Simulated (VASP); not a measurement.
# Pt: Pt into a neighbouring Pt vacancy, part 2 of 4

Aim: the barrier for one hop in Pt: Pt into a neighbouring Pt vacancy.

VASP 6.6.1; PBEsol; plane waves and PAW (Pt).

So far. Step 2 (Relax the host): The run ended after 3 ionic steps, 0.000 eV below its first step, once forces and stress met EDIFFG = -0.02.

### 3. Relax the start

System of this step: Pt. The cell holds 31 atoms: 31 Pt. Cell: a = 7.825 Å, b = 7.825 Å, c = 7.825 Å, α = 90.0°, β = 90.0°, γ = 90.0°. It derives from Pt. Nearest the centre at fractional (0.625, 0.125, 0.000): Pt1 at 1.40 Å, Pt2 at 2.39 Å, Pt12 at 2.40 Å, Pt8 at 2.43 Å, Pt23 at 2.43 Å, Pt3 at 3.08 Å, Pt4 at 3.09 Å, Pt5 at 3.09 Å.

A path needs two true minima; the start is relaxed with symmetry off.

The input, INCAR:

```
SYSTEM = Pt
PREC = Normal
ENCUT = 280
EDIFF = 1E-05
NELM = 120
ISMEAR = 1
SIGMA = 0.15
LREAL = Auto
ALGO = Fast
GGA = PS
NBANDS = 180
LASPH = .TRUE.
LORBIT = 11
LWAVE = .FALSE.
LCHARG = .FALSE.
KPAR = 6
IBRION = 2
NSW = 60
ISIF = 2
EDIFFG = -0.05
POTIM = 0.4
MAXMIX = 40
ISYM = 0
```

The input, POSCAR:

```
Pt
1.0
    7.8247718132      0.0000000000      0.0000000000
    0.0000000000      7.8247718132      0.0000000000
    0.0000000000      0.0000000000      7.8247718132
Pt
31
Direct
    0.7508833080      0.2521000437      0.0008445922
    0.7466691496      0.0023140761      0.2511409267
   -0.0013724445      0.0014853292      0.0009318416
    0.2507517983      0.2500726468      0.0013973902
    0.4981176343      0.4995836046     -0.0012322898
    0.7515306420      0.7501015291     -0.0007475151
    0.2480014536     -0.0006573795      0.2500208113
    0.4992955631      0.2533076078      0.2525731723
    0.7430703092      0.4951717103      0.2495532851
    0.4989208876      0.0005460683      0.5005554716
    0.7554131643      0.2471576915      0.4990348472
    0.7552212937      0.0016529632      0.7516947801
   -0.0013137926      0.4957875445      0.0004280374
    0.2502786384      0.7468629065     -0.0017463172
   -0.0001841426      0.2475852289      0.2497488234
    0.2502440532      0.5000909579      0.2487059261
    0.5015176112      0.7522778094      0.2508200835
   -0.0020913843      0.0018700923      0.4987183268
    0.2522471214      0.2472605274      0.5023373645
    0.4999487181      0.4968082165      0.4991976776
    0.7501382846      0.7506972506      0.4974895418
    0.2471695710      0.0005101351      0.7488069949
    0.5006019488      0.2519413206      0.7457857241
    0.7506502122      0.5031301794      0.7492395258
   -0.0020724300      0.7519227240      0.2506478055
    0.0022898638      0.4991176338      0.4962124946
    0.2497188141      0.7488604699      0.5019817161
    0.0004949227      0.2458315737      0.7469451810
    0.2522589516      0.5017374692      0.7483635475
    0.4999973193      0.7511388794      0.7511972345
    0.0022396620      0.7506555734      0.7497576202
```

The input, KPOINTS:

```
Automatic mesh
0
Monkhorst-Pack
3 3 3
0 0 0
```

Potentials, in the order of the species: Pt (PBE family, release 64).

Started as:

```bash
mpirun -np 6 vasp_std
```

The log of the run:

```text
[banner, memory and clock lines left out]
running    6 mpi-ranks, on    1 nodes
 distrk:  each k-point on    1 cores,    6 groups
 distr:  one band on    1 cores,    1 groups

 POSCAR found type information on POSCAR Pt
 POSCAR found :  1 types and      31 ions
 [... a notice as in an earlier step ...]

 [... a notice as in an earlier step ...]

 LDA part: xc-table for (Slater+PW92), standard interpolation
 POSCAR, INCAR and KPOINTS ok, starting setup
 FFT: planning ... GRIDC
 FFT: planning ... GRID_SOFT
 FFT: planning ... GRID
 WAVECAR not read
 entering main loop
       N       E                     dE             d eps       ncg     rms          rms(c)
DAV:   1     0.135898781886E+04    0.13590E+04   -0.10789E+05  5064   0.100E+03
DAV:   2    -0.152037583909E+03   -0.15110E+04   -0.14320E+04  5492   0.271E+02
DAV:   3    -0.226362734727E+03   -0.74325E+02   -0.67743E+02  5956   0.521E+01
DAV:   4    -0.228532977635E+03   -0.21702E+01   -0.21346E+01  6020   0.872E+00
DAV:   5    -0.228583684878E+03   -0.50707E-01   -0.50638E-01  6132   0.128E+00    0.726E+01
RMM:   6    -0.216073287795E+03    0.12510E+02   -0.29254E+01  5040   0.139E+01    0.393E+01
RMM:   7    -0.224968259519E+03   -0.88950E+01   -0.30375E+01  5045   0.114E+01    0.340E+01
RMM:   8    -0.215877301056E+03    0.90910E+01   -0.10958E+01  5040   0.711E+00    0.131E+01
RMM:   9    -0.214856689803E+03    0.10206E+01   -0.36620E+00  5041   0.373E+00    0.847E+00
RMM:  10    -0.214930112615E+03   -0.73423E-01   -0.17961E+00  5042   0.263E+00    0.732E+00
RMM:  11    -0.214579758368E+03    0.35035E+00   -0.56009E-01  5040   0.163E+00    0.386E+00
RMM:  12    -0.214519875132E+03    0.59883E-01   -0.15481E-01  5061   0.772E-01    0.260E+00
RMM:  13    -0.214486278001E+03    0.33597E-01   -0.64318E-02  5050   0.493E-01    0.108E+00
RMM:  14    -0.214479906523E+03    0.63715E-02   -0.17945E-02  5099   0.248E-01    0.841E-01
RMM:  15    -0.214478549012E+03    0.13575E-02   -0.47478E-03  5360   0.103E-01    0.725E-01
RMM:  16    -0.214476917328E+03    0.16317E-02   -0.17869E-03  5130   0.745E-02    0.538E-01
RMM:  17    -0.214475473493E+03    0.14438E-02   -0.22591E-03  5319   0.907E-02    0.193E-01
RMM:  18    -0.214475266445E+03    0.20705E-03   -0.66062E-04  5098   0.456E-02    0.894E-02
RMM:  19    -0.214475255951E+03    0.10493E-04   -0.23973E-04  5428   0.232E-02    0.662E-02
RMM:  20    -0.214475249152E+03    0.67988E-05   -0.64158E-05  4264   0.141E-02
   1 F= -.21447525E+03 E0= -.21444134E+03  d E =-.214475E+03
 curvature:   0.00 expect dE= 0.000E+00 dE for cont linesearch  0.000E+00
 trial: gam= 0.00000 g(F)=  0.505E+00 g(S)=  0.000E+00 ort = 0.000E+00 (trialstep = 0.100E+01)
 search vector abs. value=  0.505E+00
 bond charge predicted
       N       E                     dE             d eps       ncg     rms          rms(c)
DAV:   1    -0.214747494621E+03   -0.27224E+00   -0.10985E+02  5048   0.202E+01    0.197E+00
RMM:   2    -0.214853668747E+03   -0.10617E+00   -0.10837E+00  5040   0.281E+00    0.177E+00
RMM:   3    -0.214865387913E+03   -0.11719E-01   -0.19720E-01  5121   0.108E+00    0.126E+00
RMM:   4    -0.214857056880E+03    0.83310E-02   -0.49069E-02  5194   0.479E-01    0.764E-01
RMM:   5    -0.214855478119E+03    0.15788E-02   -0.16232E-02  5252   0.256E-01    0.632E-01
RMM:   6    -0.214853518577E+03    0.19595E-02   -0.18011E-02  5071   0.268E-01    0.259E-01
RMM:   7    -0.214852529891E+03    0.98869E-03   -0.39827E-03  5042   0.131E-01    0.114E-01
RMM:   8    -0.214852533868E+03   -0.39773E-05   -0.11125E-03  5431   0.555E-02    0.862E-02
RMM:   9    -0.214852533558E+03    0.31014E-06   -0.29571E-04  5510   0.292E-02    0.576E-02
RMM:  10    -0.214852519760E+03    0.13798E-04   -0.73811E-05  4421   0.145E-02    0.297E-02
RMM:  11    -0.214852514877E+03    0.48829E-05   -0.32537E-05  3275   0.106E-02
   2 F= -.21485251E+03 E0= -.21481980E+03  d E =-.377266E+00
[... from here on, the cycles between the ionic steps are left out ...]
   3 F= -.21497836E+03 E0= -.21494728E+03  d E =-.503111E+00
   4 F= -.21497878E+03 E0= -.21494756E+03  d E =-.503534E+00
   5 F= -.21502825E+03 E0= -.21499725E+03  d E =-.494630E-01
   6 F= -.21503445E+03 E0= -.21500383E+03  d E =-.556633E-01
   7 F= -.21503445E+03 E0= -.21500379E+03  d E =-.556643E-01
   8 F= -.21503851E+03 E0= -.21500779E+03  d E =-.406207E-02
   9 F= -.21503860E+03 E0= -.21500788E+03  d E =-.415678E-02
  10 F= -.21503859E+03 E0= -.21500786E+03  d E =-.414152E-02
  11 F= -.21503860E+03 E0= -.21500787E+03  d E =-.415438E-02
 curvature:  -0.17 expect dE=-0.187E-03 dE for cont linesearch -0.170E-06
 trial: gam= 0.20071 g(F)=  0.112E-02 g(S)=  0.000E+00 ort = 0.752E-04 (trialstep = 0.136E+01)
 search vector abs. value=  0.137E-02
 bond charge predicted
       N       E                     dE             d eps       ncg     rms          rms(c)
DAV:   1    -0.215039271702E+03   -0.67142E-03   -0.52685E-01  5040   0.141E+00    0.773E-02
RMM:   2    -0.215039738884E+03   -0.46718E-03   -0.46056E-03  5040   0.189E-01    0.556E-02
RMM:   3    -0.215039794910E+03   -0.56026E-04   -0.89909E-04  5316   0.690E-02    0.383E-02
RMM:   4    -0.215039795150E+03   -0.24004E-06   -0.18925E-04  5448   0.277E-02    0.334E-02
RMM:   5    -0.215039779369E+03    0.15781E-04   -0.76454E-05  5036   0.184E-02    0.249E-02
RMM:   6    -0.215039783434E+03   -0.40645E-05   -0.45839E-05  3717   0.145E-02
  12 F= -.21503978E+03 E0= -.21500902E+03  d E =-.118186E-02
 trial-energy change:   -0.001182  1 .order   -0.001161   -0.001535   -0.000788
 step:   2.7845(harm=  2.7845)  dis= 0.00561  next Energy=  -215.040178 (dE=-0.158E-02)
 reached required accuracy - stopping structural energy minimisation
```

Run time: 3.7 min. Hardware: 6 MPI ranks of Intel Xeon 6975P-C (Granite Rapids), shared host; peak memory 2.6 GiB.

Parts of OUTCAR (step 3):

```text
 Found     14 irreducible k-points:

   k-points           NKPTS =     14   k-points in BZ     NKDIM =     14   number of bands    NBANDS=    180

   dimension x,y,z NGX =    32 NGY =   32 NGZ =   32
   dimension x,y,z NGXF=    64 NGYF=   64 NGZF=   64

   ENCUT  =  280.0 eV  20.58 Ry    4.54 a.u.  10.68 10.68 10.68*2*pi/ulx,y,z

   NELECT =     310.0000    total number of electrons

 E-fermi :  10.7010

 k-point     1 :       0.0000    0.0000    0.0000
  band No.  band energies     occupation
    ...
    146      10.3930      2.01342
    147      10.5210      2.07072
    148      10.5236      2.07033
    149      10.7297      0.68223
    150      10.7298      0.68123
    151      10.7903      0.16381
    152      10.7922      0.15290
    153      10.7925      0.15113
    154      10.7933      0.14656
    155      10.9203     -0.05859
    ...

 k-point     2 :       0.3333    0.0000    0.0000
  band No.  band energies     occupation
    ...
    154      10.6181      1.79536
    155      10.6210      1.77546
    156      10.7345      0.63188
    157      10.7351      0.62632
    158      10.7454      0.52232
    159      10.7488      0.48944
    160      11.0010     -0.01599
    161      11.2286     -0.00001
    162      11.2305     -0.00001
    163      11.2425     -0.00000
    ...

  Total       -8.7955979     -8.8395828     -8.8435362      0.0167290      0.0082826      0.0154798
  in kB      -29.4144619    -29.5615571    -29.5747781      0.0559457      0.0276988      0.0517680
  external PRESSURE =     -29.5169323 kB  Pullay stress =       0.0000000 kB

  energy-cutoff  :      280.00
  volume of cell :      479.09
      direct lattice vectors                 reciprocal lattice vectors
     7.824771813  0.000000000  0.000000000     0.127799254  0.000000000  0.000000000
     0.000000000  7.824771813  0.000000000     0.000000000  0.127799254  0.000000000
     0.000000000  0.000000000  7.824771813     0.000000000  0.000000000  0.127799254

 POSITION                                       TOTAL-FORCE (eV/Angst)
 -----------------------------------------------------------------------------------
      5.81587      1.90886      7.82174         0.014767     -0.016659     -0.002099
      5.81000      0.00210      1.89914         0.029476     -0.004895      0.004429
      7.82454      0.00053      0.00023        -0.004720     -0.002758     -0.007119
      2.00971      1.90309      7.82108        -0.006325      0.003184     -0.001285
      3.91217      3.91176      7.82013        -0.002470      0.001069      0.014457
      5.81795      5.91753      7.82356         0.004278      0.002653     -0.005479
      2.00691      7.82065      1.90218         0.001784      0.013156     -0.002395
      3.90750      1.90475      1.90434         0.013067     -0.008903     -0.009087
      5.84680      3.90831      1.93822         0.033666      0.017296      0.003005
      3.91307      7.82375      3.91342        -0.005324      0.004698     -0.021899
      5.85366      1.93798      3.90899        -0.001788      0.006145      0.002319
      5.82455      0.00122      5.91951        -0.021557     -0.005646     -0.014268
      0.00069      3.91001      7.82424        -0.009224      0.009488     -0.002489
      2.00348      5.91467      7.82262         0.018272      0.006488     -0.004778
      0.00079      1.93714      1.93761        -0.007582      0.015419      0.001260
      1.97423      3.91108      1.93798        -0.012016      0.003494      0.009068
      3.91106      5.91964      1.90178        -0.001006     -0.010499     -0.002787
      7.82475      7.82323      3.90785        -0.001662     -0.000990      0.022112
      1.97276      1.93665      3.91126        -0.000195      0.015640     -0.005098
      3.91324      3.91281      3.91211        -0.006463      0.005868     -0.004394
      5.85193      5.88657      3.90795         0.010310     -0.018801      0.008085
      2.00805      7.82238      5.92069         0.004799     -0.000506     -0.012332
      3.91517      1.90491      5.91427        -0.007861     -0.004824      0.007748
      5.85624      3.91341      5.88007        -0.012929     -0.006390      0.008860
      7.82008      5.88388      1.93648         0.013109     -0.006001      0.013746
      0.00131      3.91148      3.90549        -0.008386      0.004796      0.031929
      1.97315      5.88585      3.91055        -0.006200     -0.013956     -0.003134
      0.00402      1.93875      5.88211        -0.011306      0.007927      0.002290
      1.97314      3.91272      5.88099         0.002146     -0.004178      0.000637
      3.91620      5.92249      5.92104        -0.011599     -0.011766     -0.018707
      0.00117      5.88409      5.88320        -0.007060     -0.000549     -0.012595
 -----------------------------------------------------------------------------------
    total drift:                               -0.005141      0.043904      0.057215

  FREE ENERGIE OF THE ION-ELECTRON SYSTEM (eV)
  ---------------------------------------------------
  free  energy   TOTEN  =      -215.0397834338 eV

  energy  without entropy=     -214.9475078969  energy(sigma->0) =     -215.00902492

 total charge
# of ion       s       p       d       tot
------------------------------------------
    1        0.644   0.604   8.011   9.259
    2        0.644   0.603   8.011   9.258
    3        0.643   0.637   8.024   9.304
    4        0.644   0.603   8.011   9.258
    5        0.643   0.637   8.024   9.304
    6        0.645   0.604   8.011   9.259
    7        0.644   0.604   8.011   9.259
    8        0.645   0.605   8.011   9.260
    9        0.631   0.601   8.019   9.251
   10        0.643   0.637   8.024   9.304
   11        0.631   0.601   8.020   9.251
   12        0.644   0.604   8.011   9.258
   13        0.617   0.582   8.043   9.242
   14        0.644   0.605   8.011   9.260
   15        0.631   0.601   8.019   9.251
   16        0.631   0.601   8.020   9.252
   17        0.644   0.604   8.011   9.259
   18        0.617   0.582   8.043   9.242
   19        0.631   0.601   8.019   9.251
   20        0.617   0.582   8.043   9.242
   21        0.631   0.600   8.019   9.250
   22        0.644   0.603   8.011   9.258
   23        0.644   0.604   8.011   9.259
   24        0.631   0.600   8.020   9.251
   25        0.631   0.601   8.020   9.251
   26        0.626   0.596   8.010   9.232
   27        0.631   0.600   8.019   9.250
   28        0.631   0.601   8.019   9.251
   29        0.631   0.601   8.019   9.250
   30        0.644   0.602   8.010   9.257
   31        0.631   0.601   8.020   9.251
--------------------------------------------------
tot         19.705  18.706 248.573 286.984

[... 1 part as in an earlier step ...]

[... 7 further parts left out ...]
```

The steps of the relaxation:

```
step  energy less that of the first step (eV)  largest force (eV/Å)
   1                                   0.0000                1.1921
   2                                  -0.3773                0.6074
   3                                  -0.5031                0.4483
   4                                  -0.5035                0.4271
   5                                  -0.5530                0.1545
   6                                  -0.5592                0.1188
   7                                  -0.5592                0.1210
   8                                  -0.5633                0.0557
   9                                  -0.5634                0.0656
  10                                  -0.5633                0.0609
  11                                  -0.5634                0.0594
  12                                  -0.5645                0.0380
```

The atoms that moved most (Å):

```
atom      dx      dy      dz  length
 Pt8   0.001  -0.077  -0.072   0.106
Pt23  -0.002  -0.066   0.079   0.103
Pt22   0.074  -0.006   0.061   0.096
Pt12  -0.085  -0.012   0.038   0.094
 Pt1  -0.060  -0.064  -0.010   0.088
 Pt7   0.066   0.001  -0.054   0.086
Pt14   0.045   0.071   0.012   0.085
 Pt6  -0.063   0.048   0.005   0.079
```

The relaxed structure:

```xyz
31
Lattice="7.8248 0.0000 0.0000 0.0000 7.8248 0.0000 0.0000 0.0000 7.8248" Properties=species:S:1:pos:R:3 pbc="T T T"
Pt    5.8159    1.9089   -0.0030
Pt    5.8100    0.0021    1.8991
Pt   -0.0002    0.0005    0.0002
Pt    2.0097    1.9031   -0.0037
Pt    3.9122    3.9118   -0.0046
Pt    5.8180    5.9175   -0.0012
Pt    2.0069   -0.0041    1.9022
Pt    3.9075    1.9047    1.9043
Pt    5.8468    3.9083    1.9382
Pt    3.9131   -0.0010    3.9134
Pt    5.8537    1.9380    3.9090
Pt    5.8245    0.0012    5.9195
Pt    0.0007    3.9100   -0.0005
Pt    2.0035    5.9147   -0.0022
Pt    0.0008    1.9371    1.9376
Pt    1.9742    3.9111    1.9380
Pt    3.9111    5.9196    1.9018
Pt    0.0000   -0.0015    3.9078
Pt    1.9728    1.9367    3.9113
Pt    3.9132    3.9128    3.9121
Pt    5.8519    5.8866    3.9080
Pt    2.0080   -0.0024    5.9207
Pt    3.9152    1.9049    5.9143
Pt    5.8562    3.9134    5.8801
Pt   -0.0047    5.8839    1.9365
Pt    0.0013    3.9115    3.9055
Pt    1.9732    5.8858    3.9105
Pt    0.0040    1.9387    5.8821
Pt    1.9731    3.9127    5.8810
Pt    3.9162    5.9225    5.9210
Pt    0.0012    5.8841    5.8832
```

This step gave:

```
electronic cycles       : 88
electrons               : 310
free energy (TOTEN)     : -215.0398 eV
energy at zero smearing : -215.0090 eV
Fermi energy            : 10.70 eV
```

The run ended after 12 ionic steps, 0.565 eV below its first step, once the forces on the free atoms met EDIFFG = -0.05.

(Part 2 of 4 ends here.)

[Lines on the potential files, build, host, timing and source positions are cut from VASP's logs without a mark.]

[Logs are printed without paths, hosts, clocks, repeated set-up lines and the standing remarks that a program may print on its own settings, such as how far it seeks lower states.]

[Hosts, paths, dates, database ids (printed as entryN), source tags and the programs' standing remarks are cut or masked in the printed files.]

[Runs that stopped without an error message from VASP are left out.]
